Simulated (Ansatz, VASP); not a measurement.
# Ni (Ni(100)) in two plane-wave programs, part 2 of 2

Wanted: the spread between two codes on one cell, functional and k mesh. The cell is taken from a series of runs on this material, whose earlier steps may have relaxed, scaled, displaced or heated it; both programs get it as it stands.

VASP 6.6.1 and Ansatz 0.2.0.

So far: The starting structure; Ansatz: single point, PBE.

## Step 3: VASP: single point, PBE

Level of this step: PBE, spin-polarised from a ferromagnetic start; plane waves and PAW (Ni) (VASP).

The same cell, functional, mesh and smearing now go to VASP, with its own data sets.

Lines of VASP's logs that name or quote its potential files are left out, and so is its time.

The input, INCAR:

```
SYSTEM = Ni
PREC = Accurate
ENCUT = 520
EDIFF = 1E-06
NELM = 200
ISMEAR = 1
SIGMA = 0.1
LREAL = .FALSE.
ALGO = Normal
GGA = PE
NBANDS = 57
ISPIN = 2
MAGMOM = 0.77 0.7 0.7 0.68 0.68 0.7 0.7 0.77
LASPH = .TRUE.
LMAXMIX = 4
LORBIT = 11
LWAVE = .FALSE.
LCHARG = .FALSE.
ISIF = 2
LDIPOL = .TRUE.
IDIPOL = 3
DIPOL = 0.5 0.5 0.5
LVHAR = .TRUE.
GGA_COMPAT = .FALSE.
NELMDL = -8
KPAR = 2
```

The input, POSCAR:

```
Ni
1.0
    2.4890158698      0.0000000000      0.0000000000
    0.0000000000      2.4890158698      0.0000000000
    0.0000000000      0.0000000000     28.3200000000
Ni
8
Direct
    0.0000000000      0.0000000000      0.2824858757
    0.5000000000      0.5000000000      0.3446327684
    0.0000000000      0.0000000000      0.4067796610
    0.5000000000      0.5000000000      0.4689265537
    0.0000000000      0.0000000000      0.5310734463
    0.5000000000      0.5000000000      0.5932203390
    0.0000000000      0.0000000000      0.6553672316
    0.5000000000      0.5000000000      0.7175141243
```

The input, KPOINTS:

```
Automatic mesh
0
Gamma
26 26 1
0 0 0
```

Potentials, in the order of the species: Ni (PBE family, release 64).

Run with:

```console
$ mpirun -np 2 vasp_std
```

Numbers of over 12 decimals in the logs are rounded to 6 here.

What it wrote:

```text
[banner, memory and clock lines left out]
running    2 mpi-ranks, on    1 nodes
 distrk:  each k-point on    1 cores,    2 groups
 distr:  one band on    1 cores,    1 groups

 POSCAR found type information on POSCAR Ni
 POSCAR found :  1 types and       8 ions
 LDA part: xc-table for (Slater+PW92), standard interpolation
 POSCAR, INCAR and KPOINTS ok, starting setup
 FFT: planning ... GRIDC
 FFT: planning ... GRID_SOFT
 FFT: planning ... GRID
 WAVECAR not read
 entering main loop
       N       E                     dE             d eps       ncg     rms          rms(c)
DAV:   1     0.612078556017E+03    0.61208E+03   -0.35639E+04 23948   0.169E+03
DAV:   2     0.697337343590E+01   -0.60511E+03   -0.56980E+03 23956   0.354E+02
DAV:   3    -0.484872697312E+02   -0.55461E+02   -0.50575E+02 25603   0.143E+02
DAV:   4    -0.497680427102E+02   -0.12808E+01   -0.12750E+01 26605   0.243E+01
DAV:   5    -0.497929568290E+02   -0.24914E-01   -0.24913E-01 36407   0.225E+00
DAV:   6    -0.497931775987E+02   -0.22077E-03   -0.22077E-03 33505   0.237E-01
DAV:   7    -0.497931850418E+02   -0.74430E-05   -0.74431E-05 36185   0.354E-02
DAV:   8    -0.497931851719E+02   -0.13008E-06   -0.13009E-06 19635   0.520E-03    0.271E+01
DAV:   9    -0.564488483833E+02   -0.66557E+01   -0.85331E+01 27174   0.141E+02    0.430E+01
DAV:  10    -0.628617277478E+02   -0.64129E+01   -0.98921E+01 27996   0.156E+02    0.422E+01
DAV:  11    -0.512043296140E+02    0.11657E+02   -0.19454E+01 33950   0.658E+01    0.412E+01
DAV:  12    -0.441016413976E+02    0.71027E+01   -0.12209E+01 30407   0.516E+01    0.221E+01
DAV:  13    -0.470768632361E+02   -0.29752E+01   -0.23954E+01 29215   0.729E+01    0.339E+01
DAV:  14    -0.438462273261E+02    0.32306E+01   -0.17719E+01 29835   0.523E+01    0.275E+01
[...]
DAV:  42    -0.420260048282E+02   -0.38136E-03   -0.15952E-05 24601   0.475E-02    0.149E-02
DAV:  43    -0.420263063047E+02   -0.30148E-03   -0.85639E-06 22715   0.290E-02    0.140E-02
DAV:  44    -0.420263399265E+02   -0.33622E-04   -0.17318E-06 18264   0.923E-03    0.147E-02
DAV:  45    -0.420263430601E+02   -0.31336E-05   -0.11536E-06 16352   0.163E-02    0.899E-03
DAV:  46    -0.420263459042E+02   -0.28441E-05   -0.33480E-07 16473   0.890E-03    0.584E-03
DAV:  47    -0.420263523431E+02   -0.64389E-05   -0.38574E-07 16837   0.256E-03    0.522E-03
DAV:  48    -0.420263550418E+02   -0.26987E-05   -0.26168E-07 16773   0.726E-03    0.669E-03
DAV:  49    -0.420263556855E+02   -0.64367E-06   -0.27071E-07 16189   0.550E-03
   1 F= -.42026356E+02 E0= -.42026366E+02  d E =0.310268E-04  mag=     5.2267
```

OUTCAR, selected parts (step 3):

```text
ion  position               nearest neighbor table
   1  0.000  0.000  0.282-   2 2.49   2 2.49   2 2.49   2 2.49
   2  0.500  0.500  0.345-   3 2.49   3 2.49   3 2.49   3 2.49   1 2.49   1 2.49   1 2.49   1 2.49

  LATTYP: Found a simple tetragonal cell.
 ALAT       =     2.4890158698
 C/A-ratio  =    11.3779909335

 Subroutine GETGRP returns: Found 16 space group operations
 (whereof  8 operations were pure point group operations)

The static configuration has the point symmetry C_4v.
 The point group associated with its full space group is D_4h.

 Found    105 irreducible k-points:

   k-points           NKPTS =    105   k-points in BZ     NKDIM =    105   number of bands    NBANDS=     57

   dimension x,y,z NGX =    20 NGY =   20 NGZ =  216
   dimension x,y,z NGXF=    40 NGYF=   40 NGZF=  432

   ENCUT  =  520.0 eV  38.22 Ry    6.18 a.u.   4.63  4.63 52.66*2*pi/ulx,y,z

   NELECT =      80.0000    total number of electrons

 k-points in reciprocal lattice and weights: Automatic mesh
   0.00000000  0.00000000  0.00000000       0.001
   0.03846154  0.00000000  0.00000000       0.006
   0.07692308  0.00000000  0.00000000       0.006
   0.11538462  0.00000000  0.00000000       0.006
   0.15384615  0.00000000  0.00000000       0.006
   0.19230769  0.00000000  0.00000000       0.006
   0.23076923  0.00000000  0.00000000       0.006
   0.26923077  0.00000000  0.00000000       0.006
   0.30769231  0.00000000  0.00000000       0.006
[...]
0.50000000  0.46153846  0.00000000       0.006
   0.50000000  0.50000000  0.00000000       0.001

 dipolmoment           0.000000      0.000000     -0.000000 electrons x Angstroem

 average (electrostatic) potential at core
       1 -88.8040       2 -89.1617       3 -89.1645       4 -89.1391       5 -89.1391
       6 -89.1645       7 -89.1617       8 -88.8040

 E-fermi :   2.2396

 spin component 1
 k-point     1 :       0.0000    0.0000    0.0000
  band No.  band energies     occupation
    ...
     43       1.6507      1.00000
     44       1.6803      1.00000
     45       1.7125      1.00000
     46       1.7125      1.00000
     47       2.2238      0.63184
     48       3.4221     -0.00000
     49       4.2874      0.00000
     50       6.9968      0.00000
     51       7.2072      0.00000
     52       8.2201      0.00000
    ...

 k-point     2 :       0.0385    0.0000    0.0000
  band No.  band energies     occupation
    ...
     42       1.6228      1.00000
     43       1.6286      1.00000
     44       1.6341      1.00000
     45       1.6724      1.00000
     46       1.7174      1.00000
     47       2.3526     -0.03387
     48       3.5223     -0.00000
     49       4.3974      0.00000
     50       7.0344      0.00000
     51       7.2439      0.00000
    ...

 k-point     3 :       0.0769    0.0000    0.0000
  band No.  band energies     occupation
    ...
     42       1.6088      1.00000
     43       1.6160      1.00000
     44       1.6269      1.00000
     45       1.6760      1.00000
     46       1.7196      1.00000
     47       2.6353     -0.00000
     48       3.7867     -0.00000
     49       4.6944      0.00000
     50       7.1472      0.00000
     51       7.3538      0.00000
    ...

 k-point     4 :       0.1154    0.0000    0.0000
  band No.  band energies     occupation
    ...
     42       1.5719      1.00000
     43       1.6164      1.00000
     44       1.6909      1.00000
     45       1.7100      1.00000
     46       1.8969      1.00001
     47       2.9808     -0.00000
     48       4.1544     -0.00000
     49       5.1176      0.00000
     50       7.3356      0.00000
     51       7.5362      0.00000
    ...

 k-point     5 :       0.1538    0.0000    0.0000
  band No.  band energies     occupation
    ...
     42       1.5461      1.00000
     43       1.6384      1.00000
     44       1.6878      1.00000
     45       1.6952      1.00000
     46       2.1925      0.85404
     47       3.3607     -0.00000
     48       4.5857      0.00000
     49       5.6207      0.00000
     50       7.5998      0.00000
     51       7.7902      0.00000
    ...

 k-point     6 :       0.1923    0.0000    0.0000
  band No.  band energies     occupation
    ...
     41       1.5577      1.00000
     42       1.5673      1.00000
     43       1.6413      1.00000
     44       1.6662      1.00000
     45       1.6869      1.00000
     46       2.5015     -0.00067
     47       3.7643     -0.00000
     48       5.0588      0.00000
     49       6.1751      0.00000
     50       7.9404      0.00000
    ...

  Total       -2.3181280     -2.3181280     -1.2277283      0.0000000      0.0000000      0.0000000
  in kB      -21.1689545    -21.1689545    -11.2115145      0.0000000      0.0000000      0.0000000
  external PRESSURE =     -17.8498078 kB  Pullay stress =       0.0000000 kB

  energy-cutoff  :      520.00
  volume of cell :      175.45
      direct lattice vectors                 reciprocal lattice vectors
     2.489015870  0.000000000  0.000000000     0.401765217  0.000000000  0.000000000
     0.000000000  2.489015870  0.000000000     0.000000000  0.401765217  0.000000000
     0.000000000  0.000000000 28.320000000     0.000000000  0.000000000  0.035310734

 POSITION                                       TOTAL-FORCE (eV/Angst)
 -----------------------------------------------------------------------------------
      0.00000      0.00000      8.00000        -0.000000      0.000000      0.347460
      1.24451      1.24451      9.76000        -0.000000      0.000000     -0.363446
      0.00000      0.00000     11.52000        -0.000000      0.000000      0.018730
      1.24451      1.24451     13.28000        -0.000000     -0.000000      0.009255
      0.00000      0.00000     15.04000        -0.000000      0.000000     -0.009255
      1.24451      1.24451     16.80000        -0.000000      0.000000     -0.018730
      0.00000      0.00000     18.56000        -0.000000      0.000000      0.363446
      1.24451      1.24451     20.32000         0.000000      0.000000     -0.347460
 -----------------------------------------------------------------------------------
    total drift:                               -0.000000      0.000000      0.000000

  FREE ENERGIE OF THE ION-ELECTRON SYSTEM (eV)
  ---------------------------------------------------
  free  energy   TOTEN  =       -42.0263556855 eV

  energy  without entropy=      -42.0263867123  energy(sigma->0) =      -42.02636603

 vacuum level on the upper side and lower side of the slab         7.139         7.139

 total charge
# of ion       s       p       d       tot
------------------------------------------
    1        0.469   0.335   8.318   9.122
    2        0.493   0.494   8.310   9.296
    3        0.497   0.497   8.312   9.305
    4        0.497   0.495   8.315   9.307
    5        0.497   0.495   8.315   9.307
    6        0.497   0.497   8.312   9.305
    7        0.493   0.494   8.310   9.296
    8        0.469   0.335   8.318   9.122
--------------------------------------------------
tot          3.911   3.640  66.510  74.061

 magnetization (x)
# of ion       s       p       d       tot
------------------------------------------
    1       -0.003  -0.019   0.755   0.732
    2       -0.007  -0.025   0.691   0.659
    3       -0.007  -0.026   0.687   0.654
    4       -0.007  -0.026   0.663   0.630
    5       -0.007  -0.026   0.663   0.630
    6       -0.007  -0.026   0.687   0.654
    7       -0.007  -0.025   0.691   0.659
    8       -0.003  -0.019   0.755   0.732
--------------------------------------------------
tot         -0.047  -0.193   5.591   5.351

[... 6 further parts left out ...]
```

The magnetic state follows from one typed start and may not be the lowest.

## Step 4: Side by side

Known differences besides the potentials themselves: VASP starts from the moments at which Ansatz ended; the data sets hold 144 valence electrons in Ansatz (on its default PAW (the set named soft_2) files) and 80 in VASP; the cutoff is 420 eV in Ansatz and 520 eV in VASP; site moments are counted in spheres of each program's own size. Total energies have different zeros and are not compared.

The two programs side by side:

| quantity | Ansatz | VASP | difference |
| --- | --- | --- | --- |
| total moment (μB) | 5.35 | 5.23 | +0.13 |
| moment on Ni1 (μB) | 0.77 | 0.73 | +0.04 |
| moment on Ni8 (μB) | 0.77 | 0.73 | +0.04 |
| moment on Ni7 (μB) | 0.70 | 0.66 | +0.04 |
| moment on Ni2 (μB) | 0.70 | 0.66 | +0.04 |
| moment on Ni6 (μB) | 0.70 | 0.65 | +0.04 |
| moment on Ni3 (μB) | 0.70 | 0.65 | +0.04 |
| moment on Ni4 (μB) | 0.68 | 0.63 | +0.05 |
| moment on Ni5 (μB) | 0.68 | 0.63 | +0.05 |
| work function, lower of the two faces (eV) | 4.92 | 4.90 | +0.02 |
| work function, higher of the two faces (eV) | 4.92 | 4.90 | +0.02 |

With vacuum in the cell, a pressure given here is an average over mostly empty space and none of the material.

## Step 5: Outcome

- difference in work function, higher of the two faces (single point, PBE): 0.022 eV

In words: The difference in work function, higher of the two faces is 0.022 eV (single point, PBE). The data sets hold unlike numbers of valence electrons (144 in Ansatz and 80 in VASP), so part of the differences comes from the potentials. Such differences can come from data sets, numerical settings and the points named under the comparisons, not from the functional's error against experiment.

[Lines on the potential files, build, host, timing and source positions are cut from VASP's logs without a mark.]

[Logs are printed without paths, hosts, clocks, repeated set-up lines and the standing remarks that a program may print on its own settings, such as how far it seeks lower states.]

[Hosts, paths, dates, database ids (printed as entryN), source tags and the programs' standing remarks are cut or masked in the printed files.]
